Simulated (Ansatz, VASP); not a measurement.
# Cross-check of BeSi between VASP and Ansatz, part 2 of 3

One calculation is typed for both programs; each brings its own data sets. How far apart do they land? The cell is generated by rule, not measured, and may not be a known phase. The cell is taken from a series of runs on this material, whose earlier steps may have relaxed, scaled, displaced or heated it; both programs get it as it stands.

VASP 6.6.1 and Ansatz 0.2.0.

So far: The structure; Ansatz: zone-centre phonons, PBEsol.

**3. VASP: zone-centre phonons, PBEsol**

Level of this step: PBEsol; plane waves and PAW (Be, Si); invented cell (VASP).

The same cell, functional, mesh and smearing now go to VASP, with its own data sets.

Lines of VASP's logs that name or quote its potential files are left out, and so is its time.

Contents of INCAR:

```
SYSTEM = BeSi
PREC = Accurate
ENCUT = 600
EDIFF = 1E-08
NELM = 120
ISMEAR = 1
SIGMA = 0.15
LREAL = .FALSE.
ALGO = Normal
GGA = PS
NBANDS = 12
LORBIT = 11
LWAVE = .FALSE.
LCHARG = .FALSE.
ISIF = 2
IBRION = 8
LASPH = .TRUE.
GGA_COMPAT = .FALSE.
KPAR = 2
```

Contents of POSCAR:

```
BeSi
1.0
    1.6777020349     -4.0037185902      0.0000000000
    1.6777020349      4.0037185902      0.0000000000
    0.0000000000      0.0000000000      3.4132788551
Be Si
2 2
Direct
    0.9219348667      0.0780651333      0.2500000000
    0.0780651333      0.9219348667      0.7500000000
    0.6346908831      0.3653091169      0.2500000000
    0.3653091169      0.6346908831      0.7500000000
```

Contents of KPOINTS:

```
Automatic mesh
0
Gamma
12 12 12
0 0 0
```

Potentials, in the order of the species: Be and Si (PBE family, release 64).

On the command line:

```console
mpirun -np 2 vasp_std
```

The log of the run:

```text
[banner, memory and clock lines left out]
running    2 mpi-ranks, on    1 nodes
 distrk:  each k-point on    1 cores,    2 groups
 distr:  one band on    1 cores,    1 groups

 POSCAR found type information on POSCAR BeSi
 POSCAR found :  2 types and       4 ions
|                                                                             |
|               ----> ADVICE to this user running VASP <----                  |
|                                                                             |
|     You enforced a specific xc type in the INCAR file but a different       |
|     [... a line on the potential file left out ...]
|     I HOPE YOU KNOW WHAT YOU ARE DOING!                                     |
|                                                                             |

 LDA part: xc-table for (Slater+PW92), standard interpolation
 POSCAR, INCAR and KPOINTS ok, starting setup
 FFT: planning ... GRIDC
 FFT: planning ... GRID_SOFT
 FFT: planning ... GRID
 WAVECAR not read
 entering main loop
       N       E                     dE             d eps       ncg     rms          rms(c)
DAV:   1     0.120930950750E+02    0.12093E+02   -0.53379E+03  7224   0.945E+02
DAV:   2    -0.176652909998E+02   -0.29758E+02   -0.27876E+02  9168   0.134E+02
DAV:   3    -0.188695973092E+02   -0.12043E+01   -0.11742E+01 10256   0.234E+01
DAV:   4    -0.188825741323E+02   -0.12977E-01   -0.12938E-01  9004   0.263E+00
DAV:   5    -0.188827395482E+02   -0.16542E-03   -0.16539E-03  9848   0.280E-01    0.512E+00
DAV:   6    -0.184529162293E+02    0.42982E+00   -0.72907E-01  8804   0.442E+00    0.270E+00
DAV:   7    -0.184004797813E+02    0.52436E-01   -0.25804E-01  9736   0.279E+00    0.643E-01
DAV:   8    -0.183982446354E+02    0.22351E-02   -0.14591E-02  8508   0.797E-01    0.221E-01
DAV:   9    -0.183977883248E+02    0.45631E-03   -0.74916E-04  9144   0.193E-01    0.835E-02
DAV:  10    -0.183977750528E+02    0.13272E-04   -0.91341E-05  8780   0.652E-02    0.295E-02
DAV:  11    -0.183977758550E+02   -0.80220E-06   -0.57174E-06  9612   0.171E-02    0.132E-02
DAV:  12    -0.183977744475E+02    0.14075E-05   -0.45209E-06  8712   0.103E-02    0.246E-03
DAV:  13    -0.183977743999E+02    0.47622E-07   -0.14958E-07  9340   0.282E-03    0.419E-04
DAV:  14    -0.183977744125E+02   -0.12652E-07   -0.20067E-08  6240   0.730E-04    0.190E-04
DAV:  15    -0.183977744122E+02    0.38608E-09   -0.17713E-09  5124   0.301E-04
   1 F= -.18397774E+02 E0= -.18397838E+02  d E =0.189873E-03
 Linear response reoptimize wavefunctions to high precision
DAV:   1    -0.183977744137E+02   -0.15655E-08   -0.14171E-10  5468   0.125E-04
DAV:   2    -0.183977744137E+02   -0.50022E-11   -0.23159E-11  4768   0.511E-05
 Linear response DOF=           6
 Linear response progress:
  Degree of freedom:   1/  6
       N       E                     dE             d eps       ncg     rms          rms(c)
RMM:   1    -0.105986057147E-01   -0.10599E-01    0.63304E-03 30008   0.540E-01
RMM:   2    -0.101280332843E-01    0.47057E-03   -0.36003E-04 19943   0.117E-01    0.825E-02
RMM:   3    -0.998294518007E-02    0.14509E-03   -0.23984E-04 20218   0.725E-02    0.388E-02
RMM:   4    -0.101193656562E-01   -0.13642E-03   -0.14524E-04 20241   0.562E-02    0.623E-03
RMM:   5    -0.101346438371E-01   -0.15278E-04   -0.28466E-06 21114   0.115E-02    0.760E-04
RMM:   6    -0.101380603914E-01   -0.34166E-05   -0.15347E-07 21230   0.214E-03    0.377E-04
RMM:   7    -0.101371463097E-01    0.91408E-06   -0.11110E-08 21406   0.598E-04    0.720E-05
RMM:   8    -0.101373992742E-01   -0.25296E-06   -0.11115E-09 21930   0.134E-04    0.200E-05
RMM:   9    -0.101373703788E-01    0.28895E-07   -0.12159E-10 21965   0.347E-05    0.209E-06
RMM:  10    -0.101373673039E-01    0.30749E-08   -0.72688E-10 22033   0.109E-05    0.106E-06
 first order change of Fermi-energy   0.65943E-04
 force on displaced ion       1 direction 1 :  -4.780  -0.000   0.000
 Linear response progress:
  Degree of freedom:   2/  6
       N       E                     dE             d eps       ncg     rms          rms(c)
RMM:   1    -0.127218557621E-01   -0.12722E-01    0.11733E-02 18044   0.635E-01
RMM:   2    -0.116818044762E-01    0.10401E-02   -0.53860E-04 11568   0.149E-01    0.947E-02
RMM:   3    -0.113633185912E-01    0.31849E-03   -0.58493E-04 11476   0.102E-01    0.372E-02
RMM:   4    -0.114590680693E-01   -0.95749E-04   -0.12653E-04 12042   0.504E-02    0.101E-02
RMM:   5    -0.114807332766E-01   -0.21665E-04   -0.43362E-06 12149   0.131E-02    0.266E-03
RMM:   6    -0.114907428168E-01   -0.10010E-04    0.52048E-07 12391   0.312E-03    0.739E-04
RMM:   7    -0.114887823173E-01    0.19605E-05   -0.46547E-08 12221   0.127E-03    0.257E-04
RMM:   8    -0.114899573385E-01   -0.11750E-05   -0.32843E-08 12615   0.436E-04    0.603E-05
RMM:   9    -0.114899019604E-01    0.55378E-07    0.10152E-09 12814   0.815E-05    0.243E-05
RMM:  10    -0.114897980621E-01    0.10390E-06    0.45825E-09 12851   0.486E-05    0.565E-06
RMM:  11    -0.114898098009E-01   -0.11739E-07   -0.18114E-09 12701   0.152E-05    0.123E-06
RMM:  12    -0.114898090928E-01    0.70812E-09   -0.18029E-10 11594   0.926E-06    0.254E-07
 first order change of Fermi-energy   0.13276E-01
 force on displaced ion       1 direction 2 :   0.000  -8.150   0.000
 Linear response progress:
  Degree of freedom:   3/  6
       N       E                     dE             d eps       ncg     rms          rms(c)
RMM:   1    -0.113499180924E-01   -0.11350E-01    0.52054E-03 27989   0.558E-01
RMM:   2    -0.109326575045E-01    0.41726E-03   -0.35398E-04 18408   0.119E-01    0.926E-02
RMM:   3    -0.107215002675E-01    0.21116E-03   -0.31716E-04 18453   0.839E-02    0.416E-02
RMM:   4    -0.108695701943E-01   -0.14807E-03   -0.13747E-04 18816   0.567E-02    0.822E-03
RMM:   5    -0.109004306180E-01   -0.30860E-04   -0.26108E-06 19220   0.132E-02    0.111E-03
RMM:   6    -0.109060629894E-01   -0.56324E-05   -0.69316E-08 19602   0.271E-03    0.518E-04
RMM:   7    -0.109046210508E-01    0.14419E-05   -0.92882E-08 19509   0.860E-04    0.112E-04
RMM:   8    -0.109046804694E-01   -0.59419E-07   -0.36296E-08 20326   0.119E-04    0.345E-05
RMM:   9    -0.109046958059E-01   -0.15336E-07   -0.96190E-09 20067   0.358E-05    0.404E-06
RMM:  10    -0.109046904081E-01    0.53978E-08    0.30106E-09 20726   0.118E-05    0.142E-06
 first order change of Fermi-energy  -0.67506E-04
 force on displaced ion       1 direction 3 :   0.000  -0.002  -6.816
 Linear response progress:
  Degree of freedom:   4/  6
       N       E                     dE             d eps       ncg     rms          rms(c)
RMM:   1    -0.179994555749E-01   -0.17999E-01    0.17800E-02 29479   0.801E-01
RMM:   2    -0.164829484375E-01    0.15165E-02   -0.61839E-04 20029   0.174E-01    0.653E-02
RMM:   3    -0.165604562033E-01   -0.77508E-04   -0.89835E-05 20638   0.494E-02    0.349E-02
RMM:   4    -0.167126772625E-01   -0.15222E-03   -0.51386E-05 20339   0.342E-02    0.797E-03
RMM:   5    -0.167046017541E-01    0.80755E-05   -0.10135E-06 21413   0.709E-03    0.114E-03
RMM:   6    -0.167064579051E-01   -0.18562E-05   -0.10361E-07 21016   0.118E-03    0.549E-04
RMM:   7    -0.167065255501E-01   -0.67645E-07   -0.45223E-08 21692   0.297E-04    0.547E-05
RMM:   8    -0.167067948200E-01   -0.26927E-06   -0.33093E-08 21772   0.738E-05    0.262E-05
RMM:   9    -0.167066675220E-01    0.12730E-06   -0.34909E-08 22112   0.289E-05    0.260E-06
RMM:  10    -0.167066671188E-01    0.40311E-09   -0.32336E-08 21918   0.127E-05    0.982E-07
 first order change of Fermi-energy  -0.69646E-04
 force on displaced ion       3 direction 1 :  -4.146   0.001   0.000
 Linear response progress:
  Degree of freedom:   5/  6
       N       E                     dE             d eps       ncg     rms          rms(c)
RMM:   1    -0.232307274971E-01   -0.23231E-01    0.46195E-02 17120   0.971E-01
RMM:   2    -0.209309489036E-01    0.22998E-02   -0.87689E-04 11569   0.210E-01    0.761E-02
RMM:   3    -0.209955435650E-01   -0.64595E-04   -0.14527E-04 11926   0.587E-02    0.402E-02
RMM:   4    -0.211094488817E-01   -0.11391E-03   -0.44176E-05 12074   0.309E-02    0.128E-02
RMM:   5    -0.211178045354E-01   -0.83557E-05   -0.41565E-06 12325   0.888E-03    0.219E-03
RMM:   6    -0.211159826919E-01    0.18218E-05    0.51482E-07 12365   0.204E-03    0.830E-04
RMM:   7    -0.211148113520E-01    0.11713E-05   -0.13258E-07 12491   0.534E-04    0.297E-04
RMM:   8    -0.211153154702E-01   -0.50412E-06    0.82261E-08 12592   0.217E-04    0.650E-05
RMM:   9    -0.211152731435E-01    0.42327E-07   -0.91304E-09 12849   0.569E-05    0.103E-05
RMM:  10    -0.211152699961E-01    0.31475E-08   -0.16896E-09 13194   0.175E-05    0.281E-06
 first order change of Fermi-energy   0.46182E+00
 force on displaced ion       3 direction 2 :   0.000  -6.882   0.000
 Linear response progress:
  Degree of freedom:   6/  6
       N       E                     dE             d eps       ncg     rms          rms(c)
RMM:   1    -0.186309782542E-01   -0.18631E-01    0.20585E-02 27339   0.817E-01
RMM:   2    -0.168946837685E-01    0.17363E-02   -0.15272E-03 18159   0.174E-01    0.573E-02
RMM:   3    -0.168878640544E-01    0.68197E-05   -0.17025E-04 18820   0.486E-02    0.298E-02
RMM:   4    -0.170010642570E-01   -0.11320E-03   -0.11508E-04 19041   0.280E-02    0.869E-03
RMM:   5    -0.169941158101E-01    0.69484E-05   -0.16223E-05 19447   0.687E-03    0.111E-03
RMM:   6    -0.169939587552E-01    0.15705E-06    0.13187E-06 19485   0.149E-03    0.475E-04
RMM:   7    -0.169926948857E-01    0.12639E-05    0.71906E-07 19800   0.408E-04    0.153E-04
RMM:   8    -0.169931590039E-01   -0.46412E-06    0.24188E-08 20160   0.917E-05    0.131E-05
RMM:   9    -0.169931038245E-01    0.55179E-07   -0.12460E-08 20372   0.273E-05    0.435E-06
RMM:  10    -0.169930790922E-01    0.24732E-07   -0.31096E-09 20484   0.136E-05    0.816E-07
RMM:  11    -0.169930829430E-01   -0.38508E-08   -0.34824E-09 15581   0.108E-05    0.198E-07
 first order change of Fermi-energy   0.11830E-03
 force on displaced ion       3 direction 3 :   0.000  -0.004  -3.421
 Linear response finished
```

(Part 2 of 3 ends here.)

[Lines on the potential files, build, host, timing and source positions are cut from VASP's logs without a mark.]

[Logs are printed without paths, hosts, clocks, repeated set-up lines and the standing remarks that a program may print on its own settings, such as how far it seeks lower states.]

[Hosts, paths, dates, database ids (printed as entryN), source tags and the programs' standing remarks are cut or masked in the printed files.]
